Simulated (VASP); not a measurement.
Energy against volume of CsCl (CsCl type). Method: HSE06 screened hybrid, VASP's PBE PAW potentials (set 64) (plane waves; VASP).

```csv
V (Å³/atom),E (eV/atom)
33.949,-3.81162
35.068,-3.81855
36.187,-3.82127
37.306,-3.82049
38.426,-3.81683
```

Q: Fit a third-order Birch-Murnaghan equation of state.

A: 
```yaml
volume_per_atom: 36.47 Å³/atom
bulk_modulus: 15.5 GPa
pressure_derivative_of_the_bulk_modulus: 5.13
lattice_constant_a: 4.178 Å
```

The compound is CsCl in the CsCl type structure. It was relaxed first. The cell's shape comes from a PBE relaxation.
